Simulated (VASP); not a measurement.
The input files of a VASP run:

**KPOINTS**
```
Automatic mesh
0
Gamma
13 13 7
0 0 0
```

File POSCAR:
```
Co
1
    1.2550000000    -2.1737240000     0.0000000000
    1.2550000000     2.1737240000     0.0000000000
    0.0000000000     0.0000000000     4.0700000000
Co
2
Direct
  0.3333330000   0.6666670000   0.2500000000
  0.6666670000   0.3333330000   0.7500000000
```

INCAR:
```
SYSTEM = Co
PREC = Accurate
ENCUT = 400
EDIFF = 1E-6
NELM = 100
ALGO = Normal
LREAL = .FALSE.
LASPH = .TRUE.
ISMEAR = 1
SIGMA = 0.1
GGA = PE
LMAXMIX = 4
ISPIN = 2
MAGMOM = 1.8 1.8
LORBIT = 10
LWAVE = .FALSE.
LCHARG = .FALSE.
ISIF = 2
NBANDS = 8
```

POTCAR, in this order: Co (PBE.64 set). Program: vasp_std.

Problem. What happens when VASP runs on this input?

Solution. There is a fault: NBANDS is too small to hold all electrons. VASP stops with an error: The number of bands is not sufficient to hold all electrons. I am sorry, but this calculation does not make sense. If you want to calculate only selected states, you need to set either EFERMI or EREF. EREF specifies around which energy states are supposed to be calculated. I found NBANDS = 8, NELECT = 18. ----> I REFUSE TO CONTINUE WITH THIS SICK JOB ... BYE!!! <----

### standard output
```
 POSCAR found type information on POSCAR Co
 POSCAR found :  1 types and       2 ions
 Reading from existing POTCAR
 Reading from existing POTCAR
 LDA part: xc-table for (Slater+PW92), standard interpolation

 -----------------------------------------------------------------------------
|                                                                             |
|     EEEEEEE  RRRRRR   RRRRRR   OOOOOOO  RRRRRR      ###     ###     ###     |
|     E        R     R  R     R  O     O  R     R     ###     ###     ###     |
|     E        R     R  R     R  O     O  R     R     ###     ###     ###     |
|     EEEEE    RRRRRR   RRRRRR   O     O  RRRRRR       #       #       #      |
|     E        R   R    R   R    O     O  R   R                               |
|     E        R    R   R    R   O     O  R    R      ###     ###     ###     |
|     EEEEEEE  R     R  R     R  OOOOOOO  R     R     ###     ###     ###     |
|                                                                             |
|     The number of bands is not sufficient to hold all electrons. I am       |
|     sorry, but this calculation does not make sense. If you want to         |
|     calculate only selected states, you need to set either EFERMI or        |
|     EREF. EREF specifies around which energy states are supposed to be      |
|     calculated.                                                             |
|     I found NBANDS = 8, NELECT = 18.                                        |
|                                                                             |
|       ---->  I REFUSE TO CONTINUE WITH THIS SICK JOB ... BYE!!! <----       |
|                                                                             |
 -----------------------------------------------------------------------------
```

To mend it, remove NBANDS.

The mended run (PBE GGA, plane waves, VASP's PBE PAW potentials (set 64)) converges, and its OSZICAR ends with
```
   1 F= -.14064688E+02 E0= -.14064417E+02  d E =-.812737E-03  mag=     3.2425
```

The compound is Co in the hcp structure. The cell was not relaxed at this level.
